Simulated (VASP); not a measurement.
FSnCl, in a box:

```
F Sn Cl
1.0
    12.00000    0.00000    0.00000
     0.00000   12.00000    0.00000
     0.00000    0.00000   11.00000
F Sn Cl
1 1 1
Direct
  0.39259 0.53234 0.44469
  0.52208 0.58859 0.52970
  0.60958 0.41491 0.56150
```

Base run:

- Program: VASP 6.6.1
- Functional: PBE
- Potentials or basis: VASP PAW PBE potentials, release 64 (F, Sn_d, Cl)
- Cutoff: 520 eV
- k mesh: 1 × 1 × 1
- Occupations: gaussian, width 0.01 eV
- Spin: no spin polarisation

Its results: gap between the frontier levels 3.53 eV; largest force 0.833 eV/Å.

Question: The run is repeated on the same cell with these changes: functional from PBE to BLYP; further incar settings from ALGO = Fast; EDIFF = 1e-06 to ALGO = Normal; EDIFF = 1e-06; NBANDS = 21. What comes out?

Answer: Gap between the frontier levels 3.47 eV; largest force 1.252 eV/Å.

Caveats: spin-orbit coupling is left out, which moves the levels of the heavy elements; the PAW data sets were made with another functional, which shifts forces and pressure a little (some runs).

A k mesh can miss the band edges.

Not every run made on this cell is shown here.
